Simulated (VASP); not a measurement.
Output of a VASP run:

### OSZICAR
```
...
   1 F= 0.16183499E+01 E0= 0.16183499E+01  d E =0.161835E+01
       N       E                     dE             d eps       ncg     rms          rms(c)
DAV:   1    -0.169922753049E+02   -0.86388E+01   -0.10590E+02  1195   0.210E+02    0.227E+01
DAV:   2    -0.728984153007E+01    0.97024E+01   -0.36299E+01  1120   0.307E+02    0.693E+00
DAV:   3    -0.583508379146E+01    0.14548E+01   -0.22288E+00  1040   0.328E+01    0.424E+00
DAV:   4    -0.535261838907E+01    0.48247E+00   -0.43909E-01  1201   0.717E+00    0.176E+00
DAV:   5    -0.534727801879E+01    0.53404E-02   -0.14195E-02  1301   0.212E+00    0.142E+00
DAV:   6    -0.533461668438E+01    0.12661E-01   -0.22705E-02  1471   0.564E+00    0.680E-02
DAV:   7    -0.533484191797E+01   -0.22523E-03   -0.27983E-03   965   0.736E-01    0.220E-02
DAV:   8    -0.533484810682E+01   -0.61889E-05   -0.15911E-04  1271   0.407E-01    0.276E-02
DAV:   9    -0.533484423559E+01    0.38712E-05   -0.45227E-05  1182   0.178E-01    0.158E-02
DAV:  10    -0.533484464034E+01   -0.40474E-06   -0.30627E-06   920   0.198E-02
   2 F= 0.24064834E+01 E0= 0.24066380E+01  d E =0.788134E+00
       N       E                     dE             d eps       ncg     rms          rms(c)
DAV:   1    -0.129754088318E+02   -0.76406E+01   -0.76303E+01  1180   0.289E+02    0.127E+01
DAV:   2    -0.908323807466E+01    0.38922E+01   -0.55442E+00  1150   0.528E+01    0.622E+00
DAV:   3    -0.794262371932E+01    0.11406E+01   -0.17949E+00  1190   0.345E+01    0.925E-01
DAV:   4    -0.784857798142E+01    0.94046E-01   -0.29291E-01  1106   0.144E+01    0.489E-01
DAV:   5    -0.784317155048E+01    0.54064E-02   -0.40340E-02  1176   0.584E+00    0.305E-01
DAV:   6    -0.784021604747E+01    0.29555E-02   -0.93893E-03  1110   0.245E+00    0.737E-02
DAV:   7    -0.783979484972E+01    0.42120E-03   -0.28292E-03  1205   0.164E+00    0.289E-02
DAV:   8    -0.783981901823E+01   -0.24169E-04   -0.52862E-04  1085   0.419E-01    0.215E-02
DAV:   9    -0.783982051063E+01   -0.14924E-05   -0.25553E-05  1080   0.804E-02    0.509E-03
DAV:  10    -0.783982038412E+01    0.12651E-06   -0.16319E-06   697   0.289E-02
   3 F= 0.14983222E+01 E0= 0.14983222E+01  d E =-.120028E+00
       N       E                     dE             d eps       ncg     rms          rms(c)
DAV:   1    -0.780537994334E+01    0.34441E-01   -0.31329E-02  1210   0.455E+00    0.298E-01
DAV:   2    -0.780336272969E+01    0.20172E-02   -0.35775E-03  1150   0.202E+00    0.131E-01
DAV:   3    -0.780288656657E+01    0.47616E-03   -0.41917E-04  1200   0.583E-01    0.335E-02
DAV:   4    -0.780283256364E+01    0.54003E-04   -0.61448E-05  1146   0.124E-01    0.807E-03
DAV:   5    -0.780282940297E+01    0.31607E-05   -0.18692E-06   750   0.230E-02    0.381E-03
DAV:   6    -0.780282906967E+01    0.33330E-06   -0.73589E-07   460   0.132E-02
   4 F= 0.14977058E+01 E0= 0.14977058E+01  d E =-.120644E+00
       N       E                     dE             d eps       ncg     rms          rms(c)
DAV:   1    -0.779005512756E+01    0.12774E-01   -0.38274E-03  1210   0.160E+00    0.104E-01
DAV:   2    -0.778980955225E+01    0.24558E-03   -0.43270E-04  1150   0.695E-01    0.457E-02
DAV:   3    -0.778975192342E+01    0.57629E-04   -0.51828E-05  1205   0.205E-01    0.117E-02
DAV:   4    -0.778974572202E+01    0.62014E-05   -0.77101E-06  1103   0.444E-02    0.278E-03
DAV:   5    -0.778974542195E+01    0.30007E-06   -0.21350E-07   455   0.820E-03
   5 F= 0.14976814E+01 E0= 0.14976814E+01  d E =-.120669E+00
```

OUTCAR:
```
------------------------ aborting loop because EDIFF is reached ----------------------------------------
  FORCE on cell =-STRESS in cart. coord.  units (eV):
  Direction    XX          YY          ZZ          XY          YZ          ZX
  --------------------------------------------------------------------------------------
  Total        9.3252453      9.3252453      9.3252453      0.0000000      0.0000000      0.0000000
  in kB      451.8324057    451.8324057    451.8324057      0.0000000      0.0000000      0.0000000
  external PRESSURE =       1.8324057 kB  Pullay stress =     450.0000000 kB
  volume of cell :       33.07
      direct lattice vectors                 reciprocal lattice vectors
     0.000000000  2.547540863  2.547540863    -0.196267706  0.196267706  0.196267706
     2.547540863  0.000000000  2.547540863     0.196267706 -0.196267706  0.196267706
     2.547540863  2.547540863 -0.000000000     0.196267706  0.196267706 -0.196267706
  FREE ENERGIE OF THE ION-ELECTRON SYSTEM (eV)
  ---------------------------------------------------
  free  energy   TOTEN  =        -7.7897454219 eV

  energy  without entropy=       -7.7897454219  energy(sigma->0) =       -7.78974542
  enthalpy is  TOTEN    =         1.4976813790 eV   P V=        9.2874268010

 reached required accuracy - stopping structural energy minimisation
```
(Selected blocks of OUTCAR.)

**POSCAR**
```
GaAs
1
    0.0000000000     2.6086364842     2.6086364842
    2.6086364842     0.0000000000     2.6086364842
    2.6086364842     2.6086364842     0.0000000000
Ga As
1 1
Direct
  0.0000000000   0.0000000000   0.0000000000
  0.2500000000   0.2500000000   0.2500000000
```

Write an INCAR and KPOINTS that could have produced this output.

One answer among several that fit: the input of the run itself, PBEsol GGA, plane waves, VASP's PBE PAW potentials (set 64).

File KPOINTS:
```
Automatic
0
Gamma
 9 9 9
0 0 0
```

INCAR:
```
# general
SYSTEM  = GaAs
PREC    = Accurate
ENCUT   = 500
LREAL   = .False.
LASPH   = .True.

# electronic loop
EDIFF   = 1E-6
NELM    = 100
ALGO    = Normal
LMAXMIX = 4

# smearing
ISMEAR  = 0
SIGMA   = 0.05

# functional
GGA     = PS

# ions
IBRION  = 2
NSW     = 40
ISIF    = 3
EDIFFG  = -0.02
PSTRESS = 450

# output
LWAVE   = .False.
LCHARG  = .False.
```

POTCAR, in this order: Ga_d As (PBE.64 set). Program: vasp_std.

Energy and stress use the plane-wave basis of the starting cell.

The compound is GaAs in the zinc blende structure. This run relaxes it under an external pressure of 45 GPa. Symmetry was kept, so distortions that lower it aren't found.
